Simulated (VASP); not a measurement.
```
HfB2
1.0
    1.53797    -2.66384     0.00000
    1.53797     2.66384     0.00000
    0.00000     0.00000     3.39638
Hf B
1 2
Direct
  0.00000   0.00000   0.00000
  0.33333   0.66667   0.50000
  0.66667   0.33333   0.50000
```

Computed with PBE GGA, VASP's PBE PAW potentials (set 64) (plane waves; VASP). Run with 620 eV cut-off, 11×11×9 Γ-centred mesh, first-order Methfessel-Paxton smearing of 0.10 eV, potentials Hf_pv B.

Unless said otherwise, spin-orbit coupling is left out, though it shifts the bands of the heavy elements here.

### Question
Predict the energy per atom (σ→0), pressure, band gap (on the k-mesh) with the smallest direct gap where there is one.

### Answer

```yaml
band gap (on the k-mesh): none (metal, semimetal or under 0.01 eV)
energy per atom (σ→0): -8763 meV/atom
pressure: 20.04 GPa
```

The compound is HfB2 in the AlB2 type structure. It was relaxed first under an external pressure of 20 GPa.
